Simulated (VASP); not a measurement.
# Whole or split: adsorption on rock-salt LiF(001), part 2 of 3

Do small molecules bind whole or split on this face, and how strongly? Model: rock-salt LiF(001), 2 x 2, four layers.

VASP 6.6.1, plane waves and PAW; the level of theory is named at each step.

So far: Starting point; Relax the state, PBE; Potential of the state, PBE.

### Step 4. Relax the state, PBE

State “HCl, whole”: the free atoms relax, with the lowest layers held.

This step took 2 runs, an earlier one stopped by its limit of time or steps; the last is shown.

Level: PBE with D3(BJ); plane waves and PAW (Li_sv, F, Cl, H).

System, named by how it was started: HCl on rock-salt LiF(001), 2 x 2, four layers. The cell holds 34 atoms: 16 Li, 16 F, 1 Cl and 1 H. Cell: a = 5.728 Å, b = 5.728 Å, c = 23.018 Å, α = 90.0°, β = 90.0°, γ = 90.0°. It derives from LiF. Vacuum lies along c.

The input, INCAR:

```
SYSTEM = Li16HClF16
PREC = Normal
ENCUT = 500
EDIFF = 1E-05
NELM = 120
ISMEAR = 0
SIGMA = 0.05
LREAL = Auto
ALGO = Fast
GGA = PE
IVDW = 12
NBANDS = 108
LASPH = .TRUE.
LORBIT = 11
LWAVE = .FALSE.
LCHARG = .FALSE.
NCORE = 4
IBRION = 2
NSW = 90
ISIF = 2
EDIFFG = -0.04
POTIM = 0.25
MAXMIX = 40
IDIPOL = 3
LDIPOL = .TRUE.
DIPOL = 0.5 0.5 0.451
ISYM = 0
```

The input, POSCAR:

```
Li16HClF16
1.0
    5.7275649280      0.0000000000      0.0000000000
    0.0000000000      5.7275649280      0.0000000000
    0.0000000000      0.0000000000     23.0178425890
Li F Cl H
16 16 1 1
Selective dynamics
Direct
    0.0000000000      0.0000000000      0.3041119070  F F F
    0.0043192866      0.0036792884      0.4787523414  T T T
    0.0000000000      0.5000000000      0.3041119070  F F F
    0.0016847102      0.5026142057      0.4798983201  T T T
    0.5000000000      0.0000000000      0.3041119070  F F F
    0.5028996007      0.0012025619      0.4799793374  T T T
    0.5000000000      0.5000000000      0.3041119070  F F F
    0.5040807423      0.5049407644      0.4790514737  T T T
    0.2500000000      0.2500000000      0.3920871370  F F F
    0.2684540646      0.2659778106      0.5641841101  T T T
    0.2500000000      0.7500000000      0.3920871370  F F F
    0.2587706250      0.7499880603      0.5658809663  T T T
    0.7500000000      0.2500000000      0.3920871370  F F F
    0.7519395752      0.2578690634      0.5656981064  T T T
    0.7500000000      0.7500000000      0.3920871370  F F F
    0.7506398345      0.7500141708      0.5660935492  T T T
    0.2500000000      0.2500000000      0.3041119070  F F F
    0.2510795983      0.2504756578      0.4775988197  T T T
    0.2500000000      0.7500000000      0.3041119070  F F F
    0.2515270933      0.7543988771      0.4798408101  T T T
    0.7500000000      0.2500000000      0.3041119070  F F F
    0.7556460562      0.2505983992      0.4791902192  T T T
    0.7500000000      0.7500000000      0.3041119070  F F F
    0.7546950192      0.7523620076      0.4785624867  T T T
    0.0000000000      0.0000000000      0.3920871370  F F F
    0.0076178742      0.0060067964      0.5721447239  T T T
    0.0000000000      0.5000000000      0.3920871370  F F F
    0.0038794844      0.5069375259      0.5655393403  T T T
    0.5000000000      0.0000000000      0.3920871370  F F F
    0.5078059432      0.0010232453      0.5649647983  T T T
    0.5000000000      0.5000000000      0.3920871370  F F F
    0.5056202652      0.5063488879      0.5659538268  T T T
    0.2012212364      0.2036567902      0.6811578044  T T T
    0.0936469278      0.0929944848      0.6387480685  T T T
```

The input, KPOINTS:

```
Automatic mesh
0
Monkhorst-Pack
2 2 1
0 0 0
```

The projector-augmented-wave data sets are Li_sv, F, Cl and H (PBE family, release 64).

Run with:

```sh
mpirun -np 4 vasp_std
```

Output:

```text
[banner, memory and clock lines left out]
running    4 mpi-ranks, on    1 nodes
[...]
LDA part: xc-table for (Slater+PW92), standard interpolation
 POSCAR, INCAR and KPOINTS ok, starting setup
[...]
entering main loop
       N       E                     dE             d eps       ncg     rms          rms(c)
DAV:   2     0.113331944967E+03   -0.18867E+04   -0.18184E+04   512   0.431E+02
DAV:   3    -0.138284459468E+03   -0.25162E+03   -0.25042E+03   568   0.160E+02
DAV:   4    -0.163565065808E+03   -0.25281E+02   -0.25041E+02   808   0.459E+01
DAV:   5    -0.170932185359E+03   -0.73671E+01   -0.73546E+01   640   0.163E+01    0.213E+01
[...]
RMM:  22    -0.159223500735E+03   -0.67285E-04   -0.10313E-04   485   0.291E-02    0.449E-03
RMM:  23    -0.159223518841E+03   -0.18106E-04   -0.60318E-05   491   0.253E-02    0.202E-03
RMM:  24    -0.159223524098E+03   -0.52575E-05   -0.21981E-05   392   0.221E-02
   1 F= -.16366749E+03 E0= -.16366749E+03  d E =-.163667E+03
[...]
WARNING in EDDRMM: call to ZHEGV failed, returncode =   8  4     20
[...]
WARNING in EDDRMM: call to ZHEGV failed, returncode =   8  4     55
  16 F= -.16368996E+03 E0= -.16368996E+03  d E =-.620769E-03
  19 F= -.16369159E+03 E0= -.16369159E+03  d E =-.225355E-02
  22 F= -.16369201E+03 E0= -.16369201E+03  d E =-.414332E-03
  25 F= -.16369327E+03 E0= -.16369327E+03  d E =-.749067E-03
  28 F= -.16369533E+03 E0= -.16369533E+03  d E =-.113750E-02
[...]
WARNING in EDDRMM: call to ZHEGV failed, returncode =   6  3     20
  31 F= -.16369657E+03 E0= -.16369657E+03  d E =-.121036E-02
[...]
WARNING in EDDRMM: call to ZHEGV failed, returncode =   6  3     81
[...]
WARNING in EDDRMM: call to ZHEGV failed, returncode =   6  3     21
  34 F= -.16369812E+03 E0= -.16369812E+03  d E =-.100675E-02
  37 F= -.16369900E+03 E0= -.16369900E+03  d E =-.863120E-03
[...]
WARNING in EDDRMM: call to ZHEGV failed, returncode =   8  4     30
  40 F= -.16369998E+03 E0= -.16369998E+03  d E =-.516026E-03
  41 F= -.16370039E+03 E0= -.16370039E+03  d E =-.405842E-03
  42 F= -.16370076E+03 E0= -.16370076E+03  d E =-.777503E-03
[...]
reached required accuracy - stopping structural energy minimisation
```

It took 4.6 min on 4 MPI ranks of Intel Xeon 6975P-C (Granite Rapids), shared host; peak memory 0.97 GiB.

Parts of OUTCAR (step 4):

```text
 Edisp (eV)   -4.45069

 Edisp (eV)   -4.45047

  Total      -9.06653    -9.06106    -1.81772     0.08832    -0.46146    -0.55091
  in kB     -19.23742   -19.22582    -3.85686     0.18739    -0.97912    -1.16892
  external pressure =      -14.11 kB  Pullay stress =        0.00 kB

 POSITION                                       TOTAL-FORCE (eV/Angst)
 -----------------------------------------------------------------------------------
      0.00000      0.00000      7.00000        -0.003898     -0.002108      0.354770
      0.01832      0.01620     11.01548         0.004170      0.000664     -0.006655
      0.00000      2.86378      7.00000        -0.003884     -0.001665      0.355905
      0.01976      2.87875     11.02708        -0.005593     -0.005057      0.005004
      2.86378      0.00000      7.00000        -0.003588     -0.002119      0.355551
      2.88049      0.01804     11.02773        -0.002976     -0.006054     -0.000366
      2.86378      2.86378      7.00000        -0.003572     -0.001656      0.350344
      2.88293      2.88261     11.01352         0.008301      0.000842     -0.008134
      1.43189      1.43189      9.02500         0.002199      0.002439     -0.020033
      1.52025      1.51355     13.01467        -0.000051     -0.001345      0.003108
      1.43189      4.29567      9.02500        -0.001552      0.011856     -0.030145
      1.47774      4.29475     12.97470         0.005815     -0.010712     -0.000825
      4.29567      1.43189      9.02500         0.011899      0.000612     -0.027716
      4.30031      1.47485     12.97506        -0.001122     -0.001288     -0.002793
[...]
-----------------------------------------------------------------------------------
    total drift:                                0.132706      0.068766      0.302099

  FREE ENERGIE OF THE ION-ELECTRON SYSTEM (eV)
  ---------------------------------------------------
  free  energy   TOTEN  =      -163.7007608161 eV

  energy  without entropy=     -163.7007608161  energy(sigma->0) =     -163.70076082

[... 1 part as in an earlier step ...]

[... 3 further parts left out ...]
[key lines of the parts left out:]
E-fermi :  -4.1644
```

Read from the output:

```
energy(sigma→0) of the program : -163.7008 eV
ionic steps                    : 42
```

### Step 5. Potential of the state, PBE

State “HCl, whole”: a tighter run that also writes the potential.

Level: PBE with D3(BJ); plane waves and PAW (Li_sv, F, Cl, H).

The input, INCAR:

```
SYSTEM = Li16HClF16
PREC = Normal
ENCUT = 500
EDIFF = 1E-06
NELM = 120
ISMEAR = 0
SIGMA = 0.05
LREAL = Auto
ALGO = Fast
GGA = PE
IVDW = 12
NBANDS = 108
LASPH = .TRUE.
LORBIT = 11
LWAVE = .FALSE.
LCHARG = .FALSE.
NCORE = 4
IDIPOL = 3
LDIPOL = .TRUE.
DIPOL = 0.5 0.5 0.448
LVHAR = .TRUE.
LVACPOTAV = .TRUE.
NEDOS = 1500
```

The input, POSCAR:

```
Li16HClF16
1.0
    5.7275649280      0.0000000000      0.0000000000
    0.0000000000      5.7275649280      0.0000000000
    0.0000000000      0.0000000000     23.0178425890
Li F Cl H
16 16 1 1
Selective dynamics
Direct
    0.0000000000      0.0000000000      0.3041119070  F F F
    0.0031978101      0.0028281880      0.4785625793  T T T
    0.0000000000      0.5000000000      0.3041119070  F F F
    0.0034502219      0.5026135824      0.4790666778  T T T
    0.5000000000      0.0000000000      0.3041119070  F F F
    0.5029174868      0.0031502310      0.4790946518  T T T
    0.5000000000      0.5000000000      0.3041119070  F F F
    0.5033429850      0.5032870722      0.4784774756  T T T
    0.2500000000      0.2500000000      0.3920871370  F F F
    0.2654267361      0.2642563038      0.5654164970  T T T
    0.2500000000      0.7500000000      0.3920871370  F F F
    0.2580049713      0.7498378934      0.5636801245  T T T
    0.7500000000      0.2500000000      0.3920871370  F F F
    0.7508100710      0.2575010172      0.5636956165  T T T
    0.7500000000      0.7500000000      0.3920871370  F F F
    0.7511452470      0.7502986947      0.5637166580  T T T
    0.2500000000      0.2500000000      0.3041119070  F F F
    0.2535697886      0.2525336166      0.4790611719  T T T
    0.2500000000      0.7500000000      0.3041119070  F F F
    0.2519290082      0.7541119553      0.4786213710  T T T
    0.7500000000      0.2500000000      0.3041119070  F F F
    0.7550606715      0.2516307939      0.4786784310  T T T
    0.7500000000      0.7500000000      0.3041119070  F F F
    0.7539496789      0.7528031642      0.4783717202  T T T
    0.0000000000      0.0000000000      0.3920871370  F F F
    0.0008393600      0.9991128694      0.5689850499  T T T
    0.0000000000      0.5000000000      0.3920871370  F F F
    0.0054961293      0.5048016892      0.5652392729  T T T
    0.5000000000      0.0000000000      0.3920871370  F F F
    0.5066984736      0.0034714637      0.5652537010  T T T
    0.5000000000      0.5000000000      0.3920871370  F F F
    0.5080305661      0.5069719382      0.5655478604  T T T
    0.1722180310      0.1749640704      0.6833472812  T T T
    0.0712668422      0.0715147566      0.6388038442  T T T
```

KPOINTS is that of step 4.

Run with:

```sh
mpirun -np 4 vasp_std
```

Output:

```text
[... set-up lines as in an earlier step ...]
 entering main loop
       N       E                     dE             d eps       ncg     rms          rms(c)
DAV:   1     0.200608064016E+04    0.20061E+04   -0.76275E+04   448   0.148E+03
DAV:   2     0.115274392994E+03   -0.18908E+04   -0.18206E+04   520   0.430E+02
DAV:   3    -0.138231724427E+03   -0.25351E+03   -0.25230E+03   568   0.160E+02
DAV:   4    -0.163647480537E+03   -0.25416E+02   -0.25182E+02   824   0.458E+01
[...]
RMM:  25    -0.159250332941E+03   -0.32131E-05   -0.27430E-05   748   0.134E-02    0.144E-03
RMM:  26    -0.159250334623E+03   -0.16826E-05   -0.12923E-05   621   0.991E-03    0.108E-03
RMM:  27    -0.159250335178E+03   -0.55439E-06   -0.55603E-06   567   0.831E-03
 [... a notice as in an earlier step ...]

   1 F= -.16370081E+03 E0= -.16370081E+03  d E =-.177328E-10
```

Run time: 25 s. Hardware: 4 MPI ranks; peak memory 0.9 GiB; 97 s of CPU time.

From OUTCAR (step 5):

```text
 Edisp (eV)   -4.45047

  Total      -9.07443    -9.06900    -1.82892     0.08919    -0.46282    -0.55190
  in kB     -19.25419   -19.24267    -3.88061     0.18925    -0.98201    -1.17102
  external pressure =      -14.13 kB  Pullay stress =        0.00 kB

 POSITION                                       TOTAL-FORCE (eV/Angst)
 -----------------------------------------------------------------------------------
      0.00000      0.00000      7.00000        -0.003837     -0.001958      0.354466
      0.01832      0.01620     11.01548         0.003837      0.001111     -0.005806
      0.00000      2.86378      7.00000        -0.003833     -0.001536      0.355591
      0.01976      2.87875     11.02708        -0.004549     -0.004194      0.004530
      2.86378      0.00000      7.00000        -0.003486     -0.001965      0.355167
      2.88049      0.01804     11.02773        -0.002029     -0.005156     -0.000422
      2.86378      2.86378      7.00000        -0.003472     -0.001533      0.350028
      2.88293      2.88261     11.01352         0.007855      0.001541     -0.008131
      1.43189      1.43189      9.02500         0.002262      0.002622     -0.019877
      1.52025      1.51355     13.01467         0.000284     -0.001073      0.003893
      1.43189      4.29567      9.02500        -0.001427      0.012048     -0.029898
      1.47774      4.29475     12.97470         0.005950     -0.009473     -0.000041
      4.29567      1.43189      9.02500         0.012045      0.000792     -0.028270
      4.30031      1.47485     12.97506        -0.000797     -0.000075     -0.003165
[...]
-----------------------------------------------------------------------------------
    total drift:                                0.130142      0.063956      0.306427

  FREE ENERGIE OF THE ION-ELECTRON SYSTEM (eV)
  ---------------------------------------------------
  free  energy   TOTEN  =      -163.7008072186 eV

  energy  without entropy=     -163.7008072186  energy(sigma->0) =     -163.70080722

[... 2 parts as in an earlier step ...]

[... 1 further part left out ...]
[key lines of the parts left out:]
E-fermi :  -4.2844
```

This run gave:

| Quantity | Value |
| --- | --- |
| energy(sigma→0) of the program | -163.7008 eV |

### Step 6. Free molecule: HCl, PBE

Each gas relaxes alone in a box.

Level: PBE with D3(BJ); plane waves and PAW (Cl, H).

System, named by how it was started: HCl. The cell holds 2 atoms: 1 Cl and 1 H. Its edges and angles: a = 10.000 Å, b = 10.500 Å, c = 13.000 Å, α = 90.0°, β = 90.0°, γ = 90.0°. Vacuum lies along a, b and c.

The input, INCAR:

```
SYSTEM = HCl
PREC = Normal
ENCUT = 500
EDIFF = 1E-05
NELM = 120
ISMEAR = 0
SIGMA = 0.01
LREAL = Auto
ALGO = Normal
GGA = PE
IVDW = 12
NBANDS = 10
LASPH = .TRUE.
LORBIT = 11
LWAVE = .FALSE.
LCHARG = .FALSE.
NCORE = 5
IBRION = 2
NSW = 60
ISIF = 2
EDIFFG = -0.03
POTIM = 0.4
MAXMIX = 40
ISYM = 0
```

The input, POSCAR:

```
HCl
1.0
   10.0000000000      0.0000000000      0.0000000000
    0.0000000000     10.5000000000      0.0000000000
    0.0000000000      0.0000000000     13.0000000000
Cl H
1 1
Direct
    0.5000000000      0.5000000000      0.5492307700
    0.5000000000      0.5000000000      0.4507692300
```

The input, KPOINTS:

```
Automatic mesh
0
Gamma
1 1 1
0 0 0
```

Potentials, in the order of the species: Cl and H (PBE family, release 64).

Run with:

```sh
mpirun -np 5 vasp_gam
```

Output:

```text
[banner, memory and clock lines left out]
running    5 mpi-ranks, on    1 nodes
[...]
|                                                                             |
|           W    W    AA    RRRRR   N    N  II  N    N   GGGG   !!!           |
|           W    W   A  A   R    R  NN   N  II  NN   N  G    G  !!!           |
|           W    W  A    A  R    R  N N  N  II  N N  N  G       !!!           |
|           W WW W  AAAAAA  RRRRR   N  N N  II  N  N N  G  GGG   !            |
|           WW  WW  A    A  R   R   N   NN  II  N   NN  G    G                |
|           W    W  A    A  R    R  N    N  II  N    N   GGGG   !!!           |
|                                                                             |
|     For optimal performance we recommend to set                             |
|       NCORE = 2 up to number-of-cores-per-socket                            |
|     NCORE specifies how many cores store one orbital (NPAR=cpu/NCORE).      |
|     This setting can greatly improve the performance of VASP for DFT.       |
[...]
DAV:   4    -0.610438422186E+01   -0.32940E-03   -0.62498E-05    20   0.437E-02    0.126E-02
DAV:   5    -0.610456806222E+01   -0.18384E-03   -0.22571E-05    20   0.258E-02    0.141E-02
DAV:   6    -0.610459336752E+01   -0.25305E-04   -0.20877E-06    20   0.783E-03    0.747E-03
DAV:   7    -0.610460690571E+01   -0.13538E-04   -0.78347E-07    20   0.476E-03    0.445E-03
DAV:   8    -0.610460806819E+01   -0.11625E-05   -0.38160E-08    20   0.125E-03
   2 F= -.61135840E+01 E0= -.61135840E+01  d E =0.261455E-03
 trial-energy change:    0.000261  1 .order    0.000227   -0.001462    0.001917
 step:   0.4328(harm=  0.4328)  dis= 0.00230  next Energy=    -6.114162 (dE=-0.316E-03)
[...]
N       E                     dE             d eps       ncg     rms          rms(c)
DAV:   1    -0.610512375960E+01   -0.51685E-03   -0.27230E-02    22   0.925E-01    0.206E-01
DAV:   2    -0.610515394977E+01   -0.30190E-04   -0.88673E-04    20   0.228E-01    0.421E-02
DAV:   3    -0.610516670513E+01   -0.12755E-04   -0.22483E-05    20   0.341E-02    0.263E-03
DAV:   4    -0.610517474733E+01   -0.80422E-05   -0.64930E-07    20   0.494E-03
   3 F= -.61141510E+01 E0= -.61141510E+01  d E =-.305526E-03
[...]
reached required accuracy - stopping structural energy minimisation
```

Elapsed: 11 s, on 5 MPI ranks; peak memory 1.1 GiB; 36 s of CPU time.

OUTCAR, selected parts (step 6):

```text
 Edisp (eV)   -0.00898

 Edisp (eV)   -0.00898

  Total      -0.03268    -0.03868    -0.04595    -0.00000    -0.00000     0.00000
  in kB      -0.03836    -0.04540    -0.05393    -0.00000    -0.00000     0.00000
  external pressure =       -0.05 kB  Pullay stress =        0.00 kB

 POSITION                                       TOTAL-FORCE (eV/Angst)
 -----------------------------------------------------------------------------------
      5.00000      5.25000      7.14230        -0.000000     -0.000000     -0.005057
      5.00000      5.25000      5.85770         0.000000      0.000000      0.005057
 -----------------------------------------------------------------------------------
    total drift:                               -0.000000      0.000000     -0.014496

  FREE ENERGIE OF THE ION-ELECTRON SYSTEM (eV)
  ---------------------------------------------------
  free  energy   TOTEN  =        -6.1141509743 eV

  energy  without entropy=       -6.1141509743  energy(sigma->0) =       -6.11415097

[... 1 part as in an earlier step ...]

[... 3 further parts left out ...]
[key lines of the parts left out:]
E-fermi :  -7.7833
```

This run gave:

```
energy(sigma→0) of the program : -6.1142 eV
ionic steps                    : 3
```

(Part 2 of 3 ends here.)

[Lines on the potential files, build, host, timing and source positions are cut from VASP's logs without a mark.]

[Logs are printed without paths, hosts, clocks, repeated set-up lines and the standing remarks that a program may print on its own settings, such as how far it seeks lower states.]

[Hosts, paths, dates, database ids (printed as entryN), source tags and the programs' standing remarks are cut or masked in the printed files.]
